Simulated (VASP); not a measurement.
# KCoTe3 (Pm-3m) in VASP: density of states with PBE

Aim: the density of states of KCoTe3 with PBE.

Everything below comes from runs of VASP 6.6.1. Logs are shortened: lines on timing, memory, paths and dates and some standing lists are left out, and cuts for length are marked.

## (1) The crystal as given

Symmetry: Pm-3m, No. 221, cubic system. The conventional cell has a = 4.970 Å, b = 4.970 Å, c = 4.970 Å, α = 90.00°, β = 90.00°, γ = 90.00°. Around K (site symmetry m-3m) lie 12 Te at 3.51 Å. Te (site symmetry 4/mmm) has 2 Co at 2.48 Å as nearest neighbours. Co (site symmetry m-3m) has 6 Te at 2.48 Å as nearest neighbours.

The cell was built by a generator and needn't be a form met in nature.

## (2) Density of states, PBE

POSCAR

```
KCoTe3
1.0
    4.9698720000      0.0000000000      0.0000000000
    0.0000000000      4.9698720000      0.0000000000
    0.0000000000      0.0000000000      4.9698720000
K Te Co
1 3 1
Direct
    0.0000000000      0.0000000000      0.0000000000
    0.0000000000      0.5000000000      0.5000000000
    0.5000000000      0.0000000000      0.5000000000
    0.5000000000      0.5000000000      0.0000000000
    0.5000000000      0.5000000000      0.5000000000
```

INCAR.step1

```
SYSTEM = KCoTe3
PREC     = Accurate       ! precision mode
ENCUT    = 520            ! plane-wave cutoff, eV
EDIFF    = 1E-7           ! SCF threshold, eV
ISMEAR   = -1             ! smearing method
SIGMA    = 0.1            ! smearing width, eV
LREAL    = .FALSE.        ! projectors in reciprocal space
LASPH    = .TRUE.         ! aspherical terms in the spheres
NELM     = 60             ! most SCF steps
ALGO     = Normal         ! electronic algorithm
ISIF     = 2              ! what is computed and relaxed
LWAVE    = .FALSE.        ! write WAVECAR
LCHARG   = .TRUE.         ! write CHGCAR
LMAXMIX  = 4              ! l up to which the mixer works
GGA      = PE             ! functional
NBANDS   = 26             ! bands
```

KPOINTS.step1

```
regular mesh
0
G
  7 7 7
  0 0 0
```

INCAR.step2

```
SYSTEM = KCoTe3
PREC     = Accurate       ! precision mode
ENCUT    = 520            ! plane-wave cutoff, eV
EDIFF    = 1E-7           ! SCF threshold, eV
ISMEAR   = -5             ! smearing method
SIGMA    = 0.1            ! smearing width, eV
LREAL    = .FALSE.        ! projectors in reciprocal space
LASPH    = .TRUE.         ! aspherical terms in the spheres
NELM     = 60             ! most SCF steps
ALGO     = Normal         ! electronic algorithm
ISIF     = 2              ! what is computed and relaxed
LWAVE    = .FALSE.        ! write WAVECAR
LCHARG   = .FALSE.        ! write CHGCAR
LMAXMIX  = 4              ! l up to which the mixer works
GGA      = PE             ! functional
LORBIT   = 10             ! projections on sites
NEDOS    = 1001           ! points of the DOS
ICHARG   = 11             ! starting density
```

KPOINTS.step2

```
regular mesh
0
G
  11 11 11
  0 0 0
```

Potentials or basis: VASP PAW PBE potentials, release 64 (K_sv, Te, Co).

Started as:

```sh
> cat potpaw_PBE.64/K_sv/POTCAR potpaw_PBE.64/Te/POTCAR potpaw_PBE.64/Co/POTCAR > POTCAR
> cp INCAR.step1 INCAR
> cp KPOINTS.step1 KPOINTS
> mpirun -np 1 vasp_std > vasp.out
> cp INCAR.step2 INCAR
> cp KPOINTS.step2 KPOINTS
> mpirun -np 1 vasp_std > vasp.out
```

OUTCAR:

```text
SYSTEM = KCoTe3
   PREC = Accurate
   ENCUT = 520
   EDIFF = 1E-7
   ISMEAR = -5
   LREAL = .FALSE.
   LASPH = .TRUE.
   NELM = 60
   ISIF = 2
   GGA = PE
   LORBIT = 10
   ICHARG = 11

 ion  position               nearest neighbor table
   1  0.000  0.000  0.000-   2 3.51   3 3.51   4 3.51   2 3.51   3 3.51   2 3.51   4 3.51   2 3.51
                             3 3.51   4 3.51   3 3.51   4 3.51
   2  0.000  0.500  0.500-   5 2.48   5 2.48   4 3.51   1 3.51   1 3.51   4 3.51   1 3.51   3 3.51
                             1 3.51   3 3.51   4 3.51   3 3.51   4 3.51   3 3.51
   3  0.500  0.000  0.500-   5 2.48   5 2.48   4 3.51   1 3.51   1 3.51   4 3.51   2 3.51   4 3.51
                             2 3.51   4 3.51   1 3.51   2 3.51   1 3.51   2 3.51
   4  0.500  0.500  0.000-   5 2.48   5 2.48   3 3.51   1 3.51   2 3.51   3 3.51   2 3.51   1 3.51
                             3 3.51   3 3.51   1 3.51   2 3.51   2 3.51   1 3.51
   5  0.500  0.500  0.500-   2 2.48   3 2.48   4 2.48   4 2.48   3 2.48   2 2.48

  LATTYP: Found a simple cubic cell.
 ALAT       =     4.9698720000

  Lattice vectors:

 A1 = (   4.9698720000,   0.0000000000,   0.0000000000)
 A2 = (   0.0000000000,   4.9698720000,   0.0000000000)
 A3 = (   0.0000000000,   0.0000000000,   4.9698720000)

Analysis of symmetry for initial positions (statically):
=====================================================================
 Subroutine PRICEL returns:
 Original cell was already a primitive cell.

 Routine SETGRP: Setting up the symmetry group for a
 simple cubic supercell.

 Subroutine GETGRP returns: Found 48 space group operations
 (whereof 48 operations were pure point group operations)
 out of a pool of 48 trial point group operations.

The static configuration has the point symmetry O_h .

Analysis of symmetry for dynamics (positions and initial velocities):
=====================================================================
 Subroutine PRICEL returns:
 Original cell was already a primitive cell.

 Routine SETGRP: Setting up the symmetry group for a
 simple cubic supercell.

 Subroutine GETGRP returns: Found 48 space group operations
 (whereof 48 operations were pure point group operations)
 out of a pool of 48 trial point group operations.

The dynamic configuration has the point symmetry O_h .

 Subroutine INISYM returns: Found 48 space group operations
 (whereof 48 operations are pure point group operations),
 and found     1 'primitive' translations

----------------------------------------------------------------------------------------

                                     Primitive cell

  volume of cell :     122.7540

  direct lattice vectors                    reciprocal lattice vectors
     4.969872000  0.000000000  0.000000000     0.201212426  0.000000000  0.000000000
     0.000000000  4.969872000  0.000000000     0.000000000  0.201212426  0.000000000
     0.000000000  0.000000000  4.969872000     0.000000000  0.000000000  0.201212426

  length of vectors
     4.969872000  4.969872000  4.969872000     0.201212426  0.201212426  0.201212426

  position of ions in fractional coordinates (direct lattice)
     0.000000000  0.000000000  0.000000000
     0.000000000  0.500000000  0.500000000
     0.500000000  0.000000000  0.500000000
     0.500000000  0.500000000  0.000000000
     0.500000000  0.500000000  0.500000000

  ion indices of the primitive-cell ions
   primitive index   ion index
                 1           1
                 2           2
                 3           3
                 4           4
                 5           5

----------------------------------------------------------------------------------------

 KPOINTS: regular mesh

Automatic generation of k-mesh.
 Grid dimensions read from file:
 generate k-points for:   11   11   11

 Generating k-lattice:

  Cartesian coordinates                     Fractional coordinates (reciprocal lattice)
     0.018292039  0.000000000  0.000000000     0.090909091  0.000000000  0.000000000
     0.000000000  0.018292039  0.000000000     0.000000000  0.090909091  0.000000000
     0.000000000  0.000000000  0.018292039     0.000000000  0.000000000  0.090909091

  Length of vectors
     0.018292039  0.018292039  0.018292039

  Shift w.r.t. Gamma in fractional coordinates (k-lattice)
     0.000000000  0.000000000  0.000000000

 TETIRR: Found    651 inequivalent tetrahedra from     7986

 Subroutine IBZKPT returns following result:
 ===========================================

 Found     56 irreducible k-points:

 Following reciprocal coordinates:
            Coordinates               Weight
  0.000000  0.000000  0.000000      1.000000
  0.090909  0.000000  0.000000      6.000000
  0.181818  0.000000  0.000000      6.000000
  0.272727  0.000000  0.000000      6.000000
  0.363636  0.000000  0.000000      6.000000
  0.454545  0.000000  0.000000      6.000000
[... 16 lines left out ...]
  0.181818  0.090909  0.090909     24.000000
  0.272727  0.090909  0.090909     24.000000
 [... further k-points ...]
   k-points           NKPTS =     56   k-points in BZ     NKDIM =     56   number of bands    NBANDS=     22
   number of dos      NEDOS =   1001   number of ions     NIONS =      5
   total plane-waves  NPLWV =  64000
   dimension x,y,z NGX =    40 NGY =   40 NGZ =   40
   dimension x,y,z NGXF=    80 NGYF=   80 NGZF=   80
   ions per type =               1   3   1
   NGX,Y,Z   is equivalent  to a cutoff of  13.38, 13.38, 13.38 a.u.
   NGXF,Y,Z  is equivalent  to a cutoff of  26.76, 26.76, 26.76 a.u.
 SYSTEM =  KCoTe3
   PREC   = accura    normal or accurate (medium, high low for compatibility)
   ISTART =      0    job   : 0-new  1-cont  2-samecut
   ICHARG =     11    charge: 1-file 2-atom 10-const
   ISPIN  =      1    spin polarized calculation?
   LNONCOLLINEAR =      F non collinear calculations
   LSORBIT =      F    spin-orbit coupling
   LASPH  =      T    aspherical Exc in radial PAW
   ENCUT  =  520.0 eV  38.22 Ry    6.18 a.u.   9.24  9.24  9.24*2*pi/ulx,y,z
   NELM   =     60;   NELMIN=  2; NELMDL=  0     # of ELM steps
   EDIFF  = 0.1E-06   stopping-criterion for ELM
   LREAL  =      F    real-space projection
   EDIFFG = 0.1E-05   stopping-criterion for IOM
   NSW    =      0    number of steps for IOM
   IBRION =     -1    ionic relax: 0-MD 1-quasi-New 2-CG
   NFREE  =      0    steps in history (QN), initial steepest desc. (CG)
   ISIF   =      2    stress and relaxation
   ISYM   =      2    0-nonsym 1-usesym 2-fastsym
   POTIM  = 0.5000    time-step for ionic-motion
   TEBEG  =    0.0;   TEEND  =   0.0 temperature during run
   PSTRESS=    0.0 pullay stress
   NELECT =      36.0000    total number of electrons
   NUPDOWN=      -1.0000    fix difference up-down
   EMIN   =  10.00;   EMAX   =-10.00  energy-range for DOS
   EFERMI =   0.00;   METHOD = LEGACY
   ISMEAR =    -5;   SIGMA  =   0.10  broadening in eV -4-tet -1-fermi 0-gaus
   EFERMI_NEDOS =   21; number of points for ismear=-14 and -15
   IALGO  =     38    algorithm
   IMIX   =      4    mixing-type and parameters
     AMIX     =   0.40;   BMIX     =  1.00
     AMIX_MAG =   1.60;   BMIX_MAG =  1.00
  volume/ion in A,a.u.               =      24.55       165.68
  Fermi-wavevector in a.u.,A,eV,Ry     =   1.087670  2.055398 16.096045  1.183026
  Thomas-Fermi vector in A             =   2.223834
   LORBIT       =     10    0 simple, 1 ext, 2 COOP (PROOUT), +10 PAW based schemes
   GGA     = PE    functional components
   LHFCALC =     F    Hartree Fock is set to
   AEXX    =    0.0000 exact exchange contribution
   IVDW    =     0    specifies the selected vdW correction
   LEPSILON=     F    determine dielectric tensor
   LRPA    =     F    only Hartree local field effects (RPA)
 non-spin polarized calculation
 Fermi weights with tetrahedron method with Bloechl corrections
  energy-cutoff  :      520.00
  volume of cell :      122.75
 maximum number of plane-waves:      3332
 NGX is ok and might be reduce to    40

 number of electron      35.9999986 magnetization

 Free energy of the ion-electron system (eV)
  ---------------------------------------------------
  ext. energy  EPLUGINS =         0.00000000
  ---------------------------------------------------
  free energy    TOTEN  =       -17.33164046 eV

  energy without entropy =      -17.33164046  energy(sigma->0) =      -17.33164046

 E-fermi :   6.6200     XC(G=0):  -9.9385

 val. band max:        6.6367787911   @ k =   0.1818   0.0909   0.0000
 cond. band min:       6.5924804252   @ k =   0.4545   0.2727   0.0000
 fundamental gap:     -0.0442983658
 Fermi energy:         6.6200107277

 k-point     1 :       0.0000    0.0000    0.0000
  band No.  band energies     occupation
      1     -23.4665      2.00000
      2      -7.0344      2.00000
      3      -7.0344      2.00000
      4      -7.0344      2.00000
      5      -6.5983      2.00000
      6      -3.7051      2.00000
[... 14 lines left out ...]
     21       7.1992      0.00000
     22       7.7518      0.00000

 k-point     2 :       0.0909    0.0000    0.0000
  band No.  band energies     occupation
      1     -23.4664      2.00000
      2      -7.0702      2.00000
      3      -7.0336      2.00000
      4      -7.0336      2.00000
      5      -6.5275      2.00000
      6      -3.7662      2.00000
[... 14 lines left out ...]
     21       7.1657      0.00000
     22       7.9166      0.00000

 k-point     3 :       0.1818    0.0000    0.0000
  band No.  band energies     occupation
      1     -23.4662      2.00000
      2      -7.1394      2.00000
      3      -7.0313      2.00000
      4      -7.0313      2.00000
      5      -6.3544      2.00000
      6      -3.9409      2.00000
[... 14 lines left out ...]
     21       7.0752      0.00000
     22       8.3916      0.00000
[... 476 lines left out ...]
 k-point    23 :       0.1818    0.0909    0.0909
  band No.  band energies     occupation
      1     -23.4660      2.00000
      2      -7.1437      2.00000
      3      -7.0455      2.00000
      4      -7.0376      2.00000
      5      -6.2586      2.00000
      6      -3.9457      2.00000
[... 14 lines left out ...]
     21       7.4801      0.00000
     22       8.5763      0.00000

 k-point    24 :       0.2727    0.0909    0.0909
  band No.  band energies     occupation
      1     -23.4657      2.00000
      2      -7.1928      2.00000
      3      -7.0433      2.00000
      4      -7.0335      2.00000
      5      -6.0447      2.00000
      6      -4.1904      2.00000
[... 14 lines left out ...]
     21       7.4545      0.00000
     22       9.2909      0.00000

 [... further k-points ...]
[... 5 lines left out ...]
  --------------------------------------------------------------------------------------
  -------------------------------------------------------------------------------------
  Total        9.9944376      9.9944376      9.9944376     -0.0000000     -0.0000000     -0.0000000
  in kB      130.4467709    130.4467709    130.4467709     -0.0000000     -0.0000000     -0.0000000
  external PRESSURE =     130.4467709 kB  Pullay stress =       0.0000000 kB

 VOLUME and BASIS-vectors are now :
 -----------------------------------------------------------------------------
  energy-cutoff  :      520.00
  volume of cell :      122.75
      direct lattice vectors                 reciprocal lattice vectors
     4.969872000  0.000000000  0.000000000     0.201212426  0.000000000  0.000000000
     0.000000000  4.969872000  0.000000000     0.000000000  0.201212426  0.000000000
     0.000000000  0.000000000  4.969872000     0.000000000  0.000000000  0.201212426

 POSITION                                       TOTAL-FORCE (eV/Angst)
 -----------------------------------------------------------------------------------
      0.00000      0.00000      0.00000         0.000000      0.000000      0.000000
      0.00000      2.48494      2.48494         0.000000      0.000000      0.000000
      2.48494      0.00000      2.48494         0.000000      0.000000      0.000000
      2.48494      2.48494      0.00000         0.000000      0.000000      0.000000
      2.48494      2.48494      2.48494         0.000000      0.000000      0.000000
 -----------------------------------------------------------------------------------
    total drift:                                0.000000      0.000000     -0.000000

  FREE ENERGIE OF THE ION-ELECTRON SYSTEM (eV)
  ---------------------------------------------------
  free  energy   TOTEN  =       -17.3316404633 eV

  energy  without entropy=      -17.3316404633  energy(sigma->0) =      -17.33164046

 total charge

# of ion       s       p       d       tot
------------------------------------------
    1        1.964   5.577   0.054   7.594
    2        1.406   1.927   0.054   3.387
    3        1.406   1.927   0.054   3.387
    4        1.406   1.927   0.054   3.387
    5        0.410   0.444   7.667   8.521
--------------------------------------------------
tot          6.592  11.802   7.883  26.277
```

Wall time 2.7 min (1 thread of Intel Xeon Platinum 8488C (Sapphire Rapids), shared host); peak memory 0.34 GiB.

Results:

| Property | Result |
| --- | --- |
| Valence electrons inside the program's atomic spheres | K 7.59; Te 3.39; Co 8.52 |

States per cell in windows of 0.5 eV (zero at the Fermi level; states under -8 eV left out):
| from (eV) | total | Co5_d | Te2_p | Te3_p | Te4_p | Co5_p | Co5_s |
| --- | --- | --- | --- | --- | --- | --- | --- |
| -8.0 | 0.00 | 0.00 | 0.00 | 0.00 | 0.00 | 0.00 | 0.00 |
| -7.5 | 0.02 | 0.00 | 0.00 | 0.00 | 0.00 | 0.00 | 0.00 |
| -7.0 | 0.11 | 0.00 | 0.01 | 0.01 | 0.01 | 0.00 | 0.02 |
| -6.5 | 0.22 | 0.00 | 0.02 | 0.02 | 0.02 | 0.01 | 0.04 |
| -6.0 | 0.49 | 0.02 | 0.05 | 0.05 | 0.05 | 0.02 | 0.07 |
| -5.5 | 0.86 | 0.06 | 0.10 | 0.10 | 0.10 | 0.04 | 0.08 |
| -5.0 | 1.06 | 0.09 | 0.12 | 0.12 | 0.12 | 0.04 | 0.02 |
| -4.5 | 2.18 | 0.26 | 0.25 | 0.25 | 0.25 | 0.09 | 0.01 |
| -4.0 | 2.44 | 0.58 | 0.26 | 0.26 | 0.26 | 0.07 | 0.01 |
| -3.5 | 2.33 | 0.86 | 0.21 | 0.21 | 0.21 | 0.03 | 0.00 |
| -3.0 | 1.09 | 0.35 | 0.10 | 0.10 | 0.10 | 0.02 | 0.00 |
| -2.5 | 0.83 | 0.32 | 0.06 | 0.06 | 0.06 | 0.01 | 0.00 |
| -2.0 | 1.33 | 0.47 | 0.11 | 0.11 | 0.11 | 0.01 | 0.00 |
| -1.5 | 1.83 | 0.60 | 0.17 | 0.17 | 0.17 | 0.00 | 0.00 |
| -1.0 | 3.98 | 2.41 | 0.20 | 0.20 | 0.20 | 0.00 | 0.00 |
| -0.5 | 3.46 | 1.65 | 0.27 | 0.27 | 0.27 | 0.02 | 0.04 |
| 0.0 | 2.08 | 0.58 | 0.25 | 0.25 | 0.25 | 0.03 | 0.01 |
| 0.5 | 1.47 | 0.28 | 0.20 | 0.20 | 0.20 | 0.04 | 0.02 |
| 1.0 | 0.95 | 0.20 | 0.12 | 0.12 | 0.12 | 0.03 | 0.02 |
| 1.5 | 0.59 | 0.17 | 0.05 | 0.05 | 0.05 | 0.03 | 0.03 |
| 2.0 | 0.50 | 0.14 | 0.04 | 0.04 | 0.04 | 0.03 | 0.03 |
| 2.5 | 0.54 | 0.13 | 0.03 | 0.03 | 0.03 | 0.03 | 0.03 |
| 3.0 | 0.53 | 0.09 | 0.02 | 0.02 | 0.02 | 0.02 | 0.03 |
| 3.5 | 0.57 | 0.03 | 0.01 | 0.01 | 0.01 | 0.02 | 0.03 |
| 4.0 | 0.45 | 0.01 | 0.01 | 0.01 | 0.01 | 0.02 | 0.02 |
| 4.5 | 0.31 | 0.01 | 0.01 | 0.01 | 0.01 | 0.02 | 0.01 |
| 5.0 | 0.00 | 0.00 | 0.00 | 0.00 | 0.00 | 0.00 | 0.00 |
| 5.5 | 0.00 | 0.00 | 0.00 | 0.00 | 0.00 | 0.00 | 0.00 |

Caveat: tetrahedron occupations give inexact forces and stress in metals.
